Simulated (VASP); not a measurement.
Input:

```yaml
crystal:
  lattice:
    - [0.00000, 3.23000, 3.23000]
    - [3.23000, 0.00000, 3.23000]
    - [3.23000, 3.23000, 0.00000]
  atoms:
    - { symbol: Hg, position: [0.00000, 0.00000, 0.00000] }
    - { symbol: Te, position: [0.25000, 0.25000, 0.25000] }
```

Calculation: PBE GGA, VASP's PBE PAW potentials (set 64) (plane waves; VASP). Numerical set-up: 400 eV cut-off, 6×6×6 Γ-centred mesh, Gaussian smearing of 0.050 eV, potentials Hg Te.

Task: Give the stress tensor in GPa (positive for a compressed cell).

Result: 
```
3.87  0.00  0.00
0.00  3.87  0.00
0.00  0.00  3.87
```
The pressure is its mean diagonal, 3.87 GPa.

The compound is HgTe in the zinc blende structure. The cell was not relaxed at this level.
